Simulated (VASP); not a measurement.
# Lattice of WC (Qusongite), functional by functional, part 2 of 2

Which functional gives which lattice for WC (Qusongite)? The starting structure is a measured crystal structure from the Crystallography Open Database. The first relaxation on each setting starts from this cell expanded by 3 % in volume.

VASP 6.6.1.

Results so far: PBEsol 10.27 Å³ an atom; LDA 10.14 Å³ an atom; PBE 10.49 Å³ an atom; PBEsol + D3(BJ) 10.10 Å³ an atom.

### Step 6. Relaxation with r2SCAN

Level of this step: r2SCAN; plane waves and PAW (W, C) (VASP).

r2SCAN adds the kinetic-energy density, costs more than a GGA and is run with LASPH. This run starts from the cell of an earlier relaxation, which isn't shown; the restart sets up the plane waves anew.

Contents of INCAR:

```
SYSTEM = WC
PREC = Accurate
ENCUT = 520
EDIFF = 1E-06
NELM = 100
ISMEAR = 0
SIGMA = 0.05
LREAL = .FALSE.
ALGO = Normal
METAGGA = R2SCAN
LASPH = .TRUE.
NBANDS = 11
LORBIT = 11
LWAVE = .FALSE.
LCHARG = .FALSE.
KPAR = 8
IBRION = 2
NSW = 50
ISIF = 3
EDIFFG = -0.006
```

Contents of POSCAR:

```
WC
1.0
    2.9082514319      0.0000000000      0.0000000000
   -1.4541257160      2.5186196205      0.0000000000
    0.0000000000      0.0000000000      2.8339064694
W C
1 1
Direct
    0.0000000000      0.0000000000      0.0000000000
    0.6666666667      0.3333333333      0.5000000000
```

Contents of KPOINTS:

```
Automatic mesh
0
Gamma
15 15 12
0 0 0
```

PAW data sets: W and C (PBE family, release 64).

Command:

```
$ mpirun -np 8 vasp_std
```

The program printed:

```text
[banner, memory and clock lines left out]
running    8 mpi-ranks, on    1 nodes
[...]
[... a notice as in an earlier step ...]

 [... a notice as in an earlier step ...]

 LDA part: xc-table for (None), standard interpolation
 POSCAR, INCAR and KPOINTS ok, starting setup
[...]
entering main loop
       N       E                     dE             d eps       ncg     rms          rms(c)
DAV:   1    -0.143462001771E+02   -0.14346E+02   -0.52167E+03  4158   0.855E+02
DAV:   2    -0.628339891938E+02   -0.48488E+02   -0.46266E+02  4852   0.209E+02
DAV:   3    -0.647808846606E+02   -0.19469E+01   -0.19261E+01  5163   0.345E+01
DAV:   4    -0.647938281490E+02   -0.12943E-01   -0.12939E-01  4577   0.326E+00
[...]
DAV:  10    -0.617411605037E+02   -0.17798E-03   -0.31048E-04  4762   0.143E-01    0.687E-02
DAV:  11    -0.617411515910E+02    0.89127E-05   -0.25095E-05  4758   0.343E-02    0.512E-03
DAV:  12    -0.617411512220E+02    0.36897E-06   -0.20902E-06  4387   0.141E-02
   1 F= -.61741151E+02 E0= -.61740904E+02  d E =-.617412E+02
[...]
N       E                     dE             d eps       ncg     rms          rms(c)
DAV:   1    -0.617411414372E+02    0.10154E-04   -0.71998E-04  4245   0.217E-01    0.769E-02
DAV:   2    -0.617411356673E+02    0.57699E-05   -0.14032E-05  4816   0.308E-02    0.487E-02
DAV:   3    -0.617411315310E+02    0.41363E-05   -0.67590E-06  4600   0.190E-02    0.267E-03
DAV:   4    -0.617411314279E+02    0.10315E-06   -0.39930E-07  2136   0.480E-03
   2 F= -.61741131E+02 E0= -.61740885E+02  d E =0.197941E-04
 trial-energy change:    0.000020  1 .order    0.000015   -0.000020    0.000051
 step:   0.2207(harm=  0.2864)  dis= 0.00000  next Energy=   -61.741153 (dE=-0.221E-05)
[...]
N       E                     dE             d eps       ncg     rms          rms(c)
DAV:   1    -0.617411532969E+02   -0.21766E-04   -0.43989E-04  4221   0.169E-01    0.591E-02
DAV:   2    -0.617411527854E+02    0.51144E-06   -0.88402E-06  4796   0.243E-02
   3 F= -.61741153E+02 E0= -.61740905E+02  d E =-.156337E-05
[...]
reached required accuracy - stopping structural energy minimisation
```

Wall time 32 s (8 MPI ranks of Intel Xeon Platinum 8259CL at 2.50GHz (Skylake/Cascade Lake), shared host); peak memory 1.5 GiB.

OUTCAR, selected parts (step 6):

```text
  Total       -0.0088447     -0.0088447     -0.0087653      0.0000000     -0.0000000      0.0000000
  in kB       -0.6825112     -0.6825112     -0.6763816      0.0000000     -0.0000000      0.0000000
  external PRESSURE =      -0.6804680 kB  Pullay stress =       0.0000000 kB

 POSITION                                       TOTAL-FORCE (eV/Angst)
 -----------------------------------------------------------------------------------
      0.00000     -0.00000      0.00000         0.000000     -0.000000     -0.000000
      1.45428      0.83963      1.41699        -0.000000      0.000000      0.000000
 -----------------------------------------------------------------------------------
    total drift:                                0.000000     -0.000000      0.000000

  FREE ENERGIE OF THE ION-ELECTRON SYSTEM (eV)
  ---------------------------------------------------
  free  energy   TOTEN  =       -61.7411527854 eV

  energy  without entropy=      -61.7406570509  energy(sigma->0) =      -61.74090492

[... 2 parts as in an earlier step ...]

[... 2 further parts left out ...]
[key lines of the parts left out:]
E-fermi :   8.1477
```

With r2SCAN the relaxed cell holds 10.381 Å³ an atom, +0.05 % against the measured cell, with a = 2.909 Å and c = 2.834 Å. That is +1.04 % from PBEsol. Pressures at 0.985 and 1.015 times this volume, from two more relaxations that aren't shown, give a bulk modulus of 413.0 GPa.

### Step 7. Relaxation with r2SCAN + rVV10

rVV10 adds a nonlocal correlation energy for dispersion. This run starts from the cell of an earlier relaxation, which isn't shown; the restart sets up the plane waves anew.

INCAR: that of step 6 with these lines changed.

```diff
@@ -10,2 +10,6 @@
 METAGGA = R2SCAN
+LUSE_VDW = .TRUE.
+IVDW_NL = 2
+BPARAM = 11.95
+CPARAM = 0.0093
 LASPH = .TRUE.
```

Contents of POSCAR:

```
WC
1.0
    2.9055900196      0.0000000000      0.0000000000
   -1.4527950098      2.5163147699      0.0000000000
    0.0000000000      0.0000000000      2.8327545714
W C
1 1
Direct
    0.0000000000      0.0000000000      0.0000000000
    0.6666666667      0.3333333333      0.5000000000
```

KPOINTS is that of step 6.

Command:

```
$ mpirun -np 8 vasp_std
```

The program printed:

```text
[banner, memory and clock lines left out]
running    8 mpi-ranks, on    1 nodes
[...]
[... a notice as in an earlier step ...]

|                                                                             |
|               ----> ADVICE to this user running VASP <----                  |
|                                                                             |
|     You have switched on vdW-DFT.                                           |
|     This routine was written and supplied by Jiri Klimes. We recommend      |
|     that you carefully read and cite the following publications:            |
|       J. Klimes, D.R. Bowler, A. Michelides                                 |
|          J. Phys.: Cond Matt. 22 022201 (2010)                              |
|       J. Klimes, D.R. Bowler, A. Michelides                                 |
|          Phys. Rev. B. 83, 195131 (2011)                                    |
|     and references therein.                                                 |
[...]
Total rVV10 correction in eV:      0.1128963    14.7191048
Total rVV10 correction in eV:      0.1128963    14.7191048
Total rVV10 correction in eV:      0.1128963    14.7191048
DAV:  12    -0.616279115677E+02    0.45018E-06   -0.19759E-06  4292   0.138E-02
Total rVV10 correction in eV:      0.1129014    14.7191048
Total rVV10 correction in eV:      0.1129014    14.7191048
Total rVV10 correction in eV:      0.1129014    14.7191048
Total rVV10 correction in eV:      0.1129014    14.7191048
Total rVV10 correction in eV:      0.1129014    14.7191048
Total rVV10 correction in eV:      0.1129014    14.7191048
Total rVV10 correction in eV:      0.1129014    14.7191048
Total rVV10 correction in eV:      0.1129014    14.7191048
Total rVV10 correction in eV:      0.1128991    14.7191048
Total rVV10 correction in eV:      0.1128991    14.7191048
Total rVV10 correction in eV:      0.1128991    14.7191048
Total rVV10 correction in eV:      0.1128991    14.7191048
Total rVV10 correction in eV:      0.1128991    14.7191048
Total rVV10 correction in eV:      0.1128991    14.7191048
Total rVV10 correction in eV:      0.1128991    14.7191048
Total rVV10 correction in eV:      0.1128991    14.7191048
   1 F= -.61627912E+02 E0= -.61627661E+02  d E =-.616279E+02
[...]
reached required accuracy - stopping structural energy minimisation
```

Elapsed: 35 s, on 8 MPI ranks; peak memory 2 GiB.

From OUTCAR (step 7):

```text
  Total        0.0025336      0.0025336      0.0011007     -0.0000000     -0.0000000     -0.0000000
  in kB        0.1959906      0.1959906      0.0851510     -0.0000000     -0.0000000     -0.0000000
  external PRESSURE =       0.1590440 kB  Pullay stress =       0.0000000 kB

 POSITION                                       TOTAL-FORCE (eV/Angst)
 -----------------------------------------------------------------------------------
      0.00000      0.00000      0.00000        -0.000000      0.000000      0.000000
      1.45280      0.83877      1.41638         0.000000      0.000000      0.000000
 -----------------------------------------------------------------------------------
    total drift:                                0.000000     -0.000000      0.000000

  FREE ENERGIE OF THE ION-ELECTRON SYSTEM (eV)
  ---------------------------------------------------
  free  energy   TOTEN  =       -61.6279115677 eV

  energy  without entropy=      -61.6274106187  energy(sigma->0) =      -61.62766109

[... 2 parts as in an earlier step ...]

[... 2 further parts left out ...]
[key lines of the parts left out:]
E-fermi :   8.1729
```

With r2SCAN + rVV10 the relaxed cell holds 10.356 Å³ an atom, -0.20 % against the measured cell, with a = 2.906 Å and c = 2.833 Å. That is +0.79 % from PBEsol. Pressures at 0.985 and 1.015 times this volume, from two more relaxations that aren't shown, give a bulk modulus of 417.2 GPa.

### Step 8. Relaxation with rev-vdW-DF2

rev-vdW-DF2 revises the exchange of vdW-DF2 for solids. This run starts from the cell of an earlier relaxation, which isn't shown; the restart sets up the plane waves anew.

INCAR: that of step 7 with these lines changed.

```diff
@@ -9,7 +9,8 @@
 ALGO = Normal
-METAGGA = R2SCAN
+GGA = MK
+AGGAC = 0
 LUSE_VDW = .TRUE.
-IVDW_NL = 2
-BPARAM = 11.95
-CPARAM = 0.0093
+PARAM1 = 0.1234
+PARAM2 = 0.711357
+ZAB_VDW = -1.8867
 LASPH = .TRUE.
```

Contents of POSCAR:

```
WC
1.0
    2.9127965941      0.0000000000      0.0000000000
   -1.4563982971      2.5225558465      0.0000000000
    0.0000000000      0.0000000000      2.8426248487
W C
1 1
Direct
    0.0000000000      0.0000000000      0.0000000000
    0.6666666667      0.3333333333      0.5000000000
```

KPOINTS is that of step 7.

Command:

```
$ mpirun -np 8 vasp_std
```

The program printed:

```text
[banner, memory and clock lines left out]
running    8 mpi-ranks, on    1 nodes
[...]
[... a notice as in an earlier step ...]

 [... a notice as in an earlier step ...]

 [... a notice as in an earlier step ...]

 LDA part: xc-table for (Slater+PW92), standard interpolation
 POSCAR, INCAR and KPOINTS ok, starting setup
[...]
entering main loop
       N       E                     dE             d eps       ncg     rms          rms(c)
DAV:   1     0.266356611072E+02    0.26636E+02   -0.50121E+03  4158   0.818E+02
DAV:   2    -0.210959912684E+02   -0.47732E+02   -0.45468E+02  4795   0.200E+02
DAV:   3    -0.230394309794E+02   -0.19434E+01   -0.19238E+01  5240   0.339E+01
DAV:   4    -0.230509461680E+02   -0.11515E-01   -0.11512E-01  4489   0.310E+00
[...]
DAV:  11    -0.198651374542E+02    0.10163E-04   -0.52595E-05  4832   0.531E-02    0.103E-02
DAV:  12    -0.198651354119E+02    0.20423E-05   -0.23760E-06  3107   0.113E-02    0.111E-02
DAV:  13    -0.198651354646E+02   -0.52701E-07   -0.31230E-07  2226   0.555E-03
   1 F= -.19865135E+02 E0= -.19864924E+02  d E =-.198651E+02
[...]
reached required accuracy - stopping structural energy minimisation
```

The job ended after 25 s (8 MPI ranks; peak memory 2.4 GiB).

Parts of OUTCAR (step 8):

```text
  Total        0.0014662      0.0014662     -0.0020815     -0.0000000      0.0000000      0.0000000
  in kB        0.1124723      0.1124723     -0.1596706     -0.0000000      0.0000000      0.0000000
  external PRESSURE =       0.0217580 kB  Pullay stress =       0.0000000 kB

 POSITION                                       TOTAL-FORCE (eV/Angst)
 -----------------------------------------------------------------------------------
      0.00000      0.00000      0.00000        -0.000000      0.000000      0.000000
      1.45640      0.84085      1.42131         0.000000     -0.000000      0.000000
 -----------------------------------------------------------------------------------
    total drift:                               -0.000000      0.000000      0.000000

  FREE ENERGIE OF THE ION-ELECTRON SYSTEM (eV)
  ---------------------------------------------------
  free  energy   TOTEN  =       -19.8651354646 eV

  energy  without entropy=      -19.8647119319  energy(sigma->0) =      -19.86492370

[... 2 parts as in an earlier step ...]

[... 2 further parts left out ...]
[key lines of the parts left out:]
E-fermi :   8.1241
```

With rev-vdW-DF2 the relaxed cell holds 10.443 Å³ an atom, +0.65 % against the measured cell, with a = 2.913 Å and c = 2.843 Å. That is +1.64 % from PBEsol. Pressures at 0.985 and 1.015 times this volume, from two more relaxations that aren't shown, give a bulk modulus of 402.9 GPa.

### Step 9. Relaxation with SCAN

SCAN adds the kinetic-energy density; it is numerically more delicate than r2SCAN. This run starts from the cell of an earlier relaxation, which isn't shown; the restart sets up the plane waves anew.

INCAR: that of step 8 with these lines changed.

```diff
@@ -9,8 +9,3 @@
 ALGO = Normal
-GGA = MK
-AGGAC = 0
-LUSE_VDW = .TRUE.
-PARAM1 = 0.1234
-PARAM2 = 0.711357
-ZAB_VDW = -1.8867
+METAGGA = SCAN
 LASPH = .TRUE.
```

Contents of POSCAR:

```
WC
1.0
    2.8974291277      0.0000000000      0.0000000000
   -1.4487145639      2.5092472302      0.0000000000
    0.0000000000      0.0000000000      2.8245795692
W C
1 1
Direct
    0.0000000000      0.0000000000      0.0000000000
    0.6666666667      0.3333333333      0.5000000000
```

KPOINTS is that of step 8.

Command:

```
$ mpirun -np 8 vasp_std
```

The program printed:

```text
[... set-up lines as in an earlier step ...]
 entering main loop
       N       E                     dE             d eps       ncg     rms          rms(c)
DAV:   1    -0.353428768421E+02   -0.35343E+02   -0.52182E+03  4174   0.851E+02
DAV:   2    -0.844304380461E+02   -0.49088E+02   -0.46638E+02  4782   0.207E+02
DAV:   3    -0.863890013263E+02   -0.19586E+01   -0.19403E+01  5306   0.351E+01
DAV:   4    -0.864009762619E+02   -0.11975E-01   -0.11972E-01  4503   0.315E+00
[...]
DAV:  11    -0.801385133767E+02   -0.29940E-04   -0.12085E-04  4794   0.856E-02    0.260E-02
DAV:  12    -0.801385163599E+02   -0.29832E-05   -0.14745E-05  4605   0.365E-02    0.188E-02
DAV:  13    -0.801385170054E+02   -0.64553E-06   -0.28681E-06  3831   0.126E-02
   1 F= -.80138517E+02 E0= -.80138290E+02  d E =-.801385E+02
[...]
reached required accuracy - stopping structural energy minimisation
```

The job ended after 18 s (8 MPI ranks; peak memory 1.4 GiB).

OUTCAR, selected parts (step 9):

```text
  Total        0.0008006      0.0008006     -0.0002082     -0.0000000      0.0000000      0.0000000
  in kB        0.0624647      0.0624647     -0.0162413     -0.0000000      0.0000000      0.0000000
  external PRESSURE =       0.0362293 kB  Pullay stress =       0.0000000 kB

 POSITION                                       TOTAL-FORCE (eV/Angst)
 -----------------------------------------------------------------------------------
      0.00000      0.00000      0.00000        -0.000000      0.000000      0.000000
      1.44871      0.83642      1.41229         0.000000     -0.000000      0.000000
 -----------------------------------------------------------------------------------
    total drift:                                0.000000     -0.000000      0.000000

  FREE ENERGIE OF THE ION-ELECTRON SYSTEM (eV)
  ---------------------------------------------------
  free  energy   TOTEN  =       -80.1385170054 eV

  energy  without entropy=      -80.1380628583  energy(sigma->0) =      -80.13828993

[... 2 parts as in an earlier step ...]

[... 2 further parts left out ...]
[key lines of the parts left out:]
E-fermi :   8.1837
```

With SCAN the relaxed cell holds 10.268 Å³ an atom, -1.04 % against the measured cell, with a = 2.897 Å and c = 2.825 Å. That is -0.07 % from PBEsol. Pressures at 0.985 and 1.015 times this volume, from two more relaxations that aren't shown, give a bulk modulus of 425.8 GPa.

### Step 10. All runs side by side

```
          level  volume (Å³/atom)  against the measured cell (%)   a (Å)   c (Å)  bulk modulus (GPa)  pressure left (GPa)  core minutes
         PBEsol            10.275                          -0.98  2.8972   2.827               422.5                  0.0          4.83
            LDA            10.144                          -2.23  2.8851  2.8144               435.9                 0.01          3.97
            PBE            10.493                           1.13  2.9189  2.8441               396.7                -0.01          3.76
PBEsol + D3(BJ)            10.103                          -2.64  2.8796  2.8137               440.4                 0.01          5.28
         r2SCAN            10.381                           0.05  2.9086   2.834               413.0                -0.07          18.3
 r2SCAN + rVV10            10.356                           -0.2  2.9056  2.8328               417.2                 0.02          33.6
    rev-vdW-DF2            10.443                           0.65  2.9128  2.8426               402.9                  0.0          20.8
           SCAN            10.268                          -1.04  2.8974  2.8246               425.8                  0.0          15.1
```

Core minutes are wall time times ranks, summed over the relaxations behind a row (those for a bulk modulus apart), on shared hosts.

### Step 11. Summary of results

```
volume, PBEsol          : 10.27 Å³/atom
volume, LDA             : 10.14 Å³/atom
volume, PBE             : 10.49 Å³/atom
volume, PBEsol + D3(BJ) : 10.10 Å³/atom
volume, r2SCAN          : 10.38 Å³/atom
volume, r2SCAN + rVV10  : 10.36 Å³/atom
volume, rev-vdW-DF2     : 10.44 Å³/atom
volume, SCAN            : 10.27 Å³/atom
```

**Reading.** Across 8 levels the volume of WC (Qusongite) spans 3.9 %, from 10.10 Å³ an atom (PBEsol + D3(BJ)) to 10.49 Å³ (PBE). Against the measured volume of the starting structure, r2SCAN comes nearest (+0.0 %) and PBEsol + D3(BJ) lies farthest (-2.6 %). The measured cell holds zero-point expansion and, unless it was taken cold, thermal expansion, which the runs lack, so small differences decide nothing. Adding D3(BJ) to PBEsol changes the volume by -1.7 %. Adding rVV10 to r2SCAN changes the volume by -0.2 %. The bulk modulus goes from 396.7 GPa (PBE) to 440.4 GPa (PBEsol + D3(BJ)). Spin-orbit coupling is left out of all runs, which can matter with elements this heavy. All runs keep the symmetry of the start, so they can't find a distortion of lower symmetry. Further runs on this material are not shown.

[Lines on the potential files, build, host, timing and source positions are cut from VASP's logs without a mark.]

[Logs are printed without paths, hosts, clocks, repeated set-up lines and the standing remarks that a program may print on its own settings, such as how far it seeks lower states.]

[Hosts, paths, dates, database ids (printed as entryN), source tags and the programs' standing remarks are cut or masked in the printed files.]
